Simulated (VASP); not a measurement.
A convergence study with VASP on Be (hcp): one setting is varied, all else stays as given below, so the limit is that of these other settings. Each run relaxes cell and ions from the cell shown.

```yaml
crystal:
  lattice:
    - [1.14500, -1.98320, 0.00000]
    - [1.14500, 1.98320, 0.00000]
    - [0.00000, 0.00000, 3.58000]
  atoms:
    - { symbol: Be, position: [0.33333, 0.66667, 0.25000] }
    - { symbol: Be, position: [0.66667, 0.33333, 0.75000] }
```

Method: PBE GGA, VASP's PBE PAW potentials (set 64) (plane waves; VASP). The tightest run used: 550 eV cut-off, 23×23×13 Γ-centred mesh, first-order Methfessel-Paxton smearing of 0.10 eV, potentials Be.

Task: The settings run are 2×2×1 mesh; 3×3×2 mesh; 4×4×2 mesh; 5×5×3 mesh; 6×6×3 mesh; 7×7×4 mesh; 8×8×4 mesh; 9×9×5 mesh; 10×10×6 mesh; 11×11×6 mesh; 12×12×7 mesh; 13×13×7 mesh; 14×14×8 mesh; 16×16×9 mesh; 17×17×9 mesh; 18×18×10 mesh; 19×19×10 mesh; 20×20×11 mesh; 21×21×12 mesh; 22×22×12 mesh; 23×23×13 mesh. From which on does the relaxed volume stay within 0.02 Å³/atom of the tightest run?

Result: From 11×11×6 mesh on: it is off by 0.002 there and by no more than 0.02 in any finer run, while 10×10×6 mesh is off by 0.036.
| setting | relaxed volume (Å³/atom) | E (eV/atom) | irreducible k-points | difference judged (Å³/atom) |
|---|---|---|---|---|
| 2×2×1 mesh | 9.021 | -4.2149 | 2 | 1.105 |
| 3×3×2 mesh | 8.607 | -3.1463 | 6 | 0.691 |
| 4×4×2 mesh | 8.427 | -3.7319 | 8 | 0.511 |
| 5×5×3 mesh | 7.917 | -3.7544 | 10 | 0.001 |
| 6×6×3 mesh | 7.994 | -3.7218 | 14 | 0.078 |
| 7×7×4 mesh | 7.989 | -3.7123 | 24 | 0.073 |
| 8×8×4 mesh | 7.905 | -3.7474 | 30 | 0.011 |
| 9×9×5 mesh | 7.919 | -3.7727 | 36 | 0.003 |
| 10×10×6 mesh | 7.951 | -3.7551 | 56 | 0.036 |
| 11×11×6 mesh | 7.914 | -3.7580 | 64 | 0.002 |
| 12×12×7 mesh | 7.910 | -3.7716 | 76 | 0.006 |
| 13×13×7 mesh | 7.923 | -3.7653 | 84 | 0.007 |
| 14×14×8 mesh | 7.915 | -3.7617 | 120 | 0.001 |
| 16×16×9 mesh | 7.917 | -3.7692 | 150 | 0.002 |
| 17×17×9 mesh | 7.920 | -3.7647 | 165 | 0.004 |
| 18×18×10 mesh | 7.910 | -3.7651 | 222 | 0.006 |
| 19×19×10 mesh | 7.911 | -3.7691 | 240 | 0.004 |
| 20×20×11 mesh | 7.920 | -3.7671 | 264 | 0.004 |
| 21×21×12 mesh | 7.912 | -3.7648 | 336 | 0.004 |
| 22×22×12 mesh | 7.911 | -3.7674 | 364 | 0.005 |
| 23×23×13 mesh | 7.916 | -3.7682 | 392 | 0.000 |

Left out are rungs that failed or repeat a setting and relaxations that didn't move; long series are thinned to 24 rows.

The compound is Be in the hcp structure.
